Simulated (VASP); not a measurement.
**TaSi (relaxed from the CsCl type structure, space group Pm-3m): computed properties**

Computed with PBE GGA, VASP's PBE PAW potentials (set 64) (plane waves; VASP).

```yaml
space_group: Pm-3m (221)
cell: a = 3.1535 Å, b = 3.1535 Å, c = 3.1535 Å, α = 90.00°, β = 90.00°, γ = 90.00°
volume_per_atom: 15.68 Å³/atom
band gap (over mesh and band path): none (metal, semimetal or under 0.01 eV)
density: 11.07 g/cm³
```

```
TaSi
1.0
    3.15352     0.00000     0.00000
    0.00000     3.15352     0.00000
    0.00000     0.00000     3.15352
Ta Si
1 1
Direct
  0.00000   0.00000   0.00000
  0.50000   0.50000   0.50000
```

Unless said otherwise, spin-orbit coupling is left out, though it shifts the bands of the heavy elements here.

The structure was generated: TaSi was put into the CsCl type type (Pm-3m), which need not be its known phase. It was relaxed first, which changed the volume by -36 %. Symmetry was kept, so distortions that lower it aren't found. The electron count is odd and the run is not spin-polarised, which forces a metal.
